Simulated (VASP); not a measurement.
A convergence study with VASP on SnTe (rock salt): a few settings are varied, all else stays as given below, so the limit is that of these other settings. The cell's lengths are 1 % over those of the tabulated start and one atom is moved, so it is off equilibrium.

```xyz
2
Lattice="0.0000 3.1916 3.1916 3.1916 0.0000 3.1916 3.1916 3.1916 0.0000" Properties=species:S:1:pos:R:3 pbc="T T T"
Sn     0.0000     0.0000     0.0000
Te     3.2522     3.1916     3.1916
```

The numbers are results of LDA (Ceperley-Alder, Perdew-Zunger), VASP's LDA PAW potentials (set 64) (plane waves; VASP), not measurements. The last row used: ADDGRID = .TRUE., 500 eV cut-off, 8×8×8 Γ-centred mesh, Gaussian smearing of 0.050 eV, potentials Sn_d Te.

```csv
setting,E (eV/atom),pressure (GPa),largest force (eV/Å),plane waves
"ADDGRID = unset, ENCUT = 200, PREC = Low",-4.3427,-10.98,0.038,444
"ADDGRID = unset, ENCUT = 200, PREC = Normal",-4.3428,-10.91,0.039,444
"ADDGRID = .TRUE., ENCUT = 200, PREC = Normal",-4.3427,-10.93,0.039,444
"ADDGRID = .TRUE., ENCUT = 200, PREC = Accurate",-4.3420,-10.89,0.039,444
"ADDGRID = unset, ENCUT = 300, PREC = Low",-4.3946,[?],0.038,778
"ADDGRID = unset, ENCUT = 300, PREC = Normal",-4.3946,-3.12,0.039,778
"ADDGRID = .TRUE., ENCUT = 300, PREC = Normal",-4.3947,-3.12,0.040,778
"ADDGRID = .TRUE., ENCUT = 300, PREC = Accurate",-4.3947,-3.12,0.040,778
"ADDGRID = unset, ENCUT = 400, PREC = Low",-4.3951,-3.01,0.038,1243
"ADDGRID = unset, ENCUT = 400, PREC = Normal",-4.3952,-2.96,0.039,1243
"ADDGRID = .TRUE., ENCUT = 400, PREC = Normal",-4.3952,-2.96,0.039,1243
"ADDGRID = .TRUE., ENCUT = 400, PREC = Accurate",-4.3952,-2.96,0.039,1243
"ADDGRID = unset, ENCUT = 500, PREC = Low",-4.3954,-2.93,0.039,1676
"ADDGRID = unset, ENCUT = 500, PREC = Normal",-4.3952,-2.94,0.039,1676
"ADDGRID = .TRUE., ENCUT = 500, PREC = Normal",-4.3952,-2.94,0.039,1676
"ADDGRID = .TRUE., ENCUT = 500, PREC = Accurate",-4.3952,-2.94,0.039,1676
```

Fill in the missing entries.

- ADDGRID = unset, ENCUT = 300, PREC = Low, pressure (GPa): -3.18

Left out are rungs that failed or repeat a setting and relaxations that didn't move; long series are thinned to 24 rows.

The compound is SnTe in the rock salt structure, which distorts at low temperature. The cell was not relaxed at this level, it is distorted from the ideal structure.
